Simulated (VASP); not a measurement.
OSZICAR of a VASP run on Te:

### OSZICAR
```
       N       E                     dE             d eps       ncg     rms           ort
SDA:   1    -0.672130106380E+00   -0.67213E+00    0.00000E+00     8   0.286E-02   0.000E+00
CGA:   2    -0.673185959790E+00   -0.10559E-02   -0.10625E-02     8   0.317E-03  -0.387E-04
CGA:   3    -0.673295354394E+00   -0.10939E-03   -0.10956E-03     8   0.112E-03  -0.116E-05
SDA:   4    -0.676539130940E+00   -0.32438E-02   -0.32562E-02     8   0.117E+00   0.553E-04
CGA:   5    -0.720858089072E+00   -0.44319E-01   -0.52515E-01     8   0.163E+00   0.254E-02
CGA:   6    -0.763673373880E+00   -0.42815E-01   -0.58828E-01     8   0.672E-01  -0.102E-01
CGA:   7    -0.778191566184E+00   -0.14518E-01   -0.14616E-01     8   0.187E-01  -0.267E-03
CGA:   8    -0.784155316089E+00   -0.59637E-02   -0.59682E-02     8   0.652E-02   0.586E-05
CGA:   9    -0.786001562549E+00   -0.18462E-02   -0.18434E-02     8   0.195E-02   0.173E-05
CGA:  10    -0.786603640937E+00   -0.60208E-03   -0.60025E-03     8   0.519E-03  -0.586E-05
CGA:  11    -0.786755662439E+00   -0.15202E-03   -0.15128E-03     8   0.141E-03  -0.279E-05
CGA:  12    -0.786801647172E+00   -0.45985E-04   -0.45983E-04     8   0.418E-04  -0.421E-08
CGA:  13    -0.786814827315E+00   -0.13180E-04   -0.13292E-04     8   0.117E-04   0.561E-06
CGA:  14    -0.786818752835E+00   -0.39255E-05   -0.39536E-05     8   0.357E-05   0.170E-06
CGA:  15    -0.786820018496E+00   -0.12657E-05   -0.12763E-05     8   0.122E-05   0.806E-07
CGA:  16    -0.786820408376E+00   -0.38988E-06   -0.41482E-06     8   0.480E-06   0.182E-06
   1 F= -.78682041E+00 E0= -.78682041E+00  d E =-.557079E-14  mag=     2.0000
```

Question: Which electronic solver shows in the log?

Answer: It is steepest descent (the opening step of the all-band solvers) and then all-band conjugate gradients (ALGO = All or Conjugate). The INCAR had ALGO = All.

Question: How was spin treated?

Answer: Collinear spin (ISPIN = 2): the summary line carries one mag value, 2.00 μB in the cell.

Question: Can the final energy be trusted as converged?

Answer: Self-consistency was reached. It stopped with EDIFF = 1E-6, NELM = 200 (revPBE GGA, plane waves, VASP's PBE PAW potentials (set 64)). The atom may not be in its lowest state.

The cell is a free atom in a box. The total moment is imposed (NUPDOWN), so this need not be the lowest spin state.
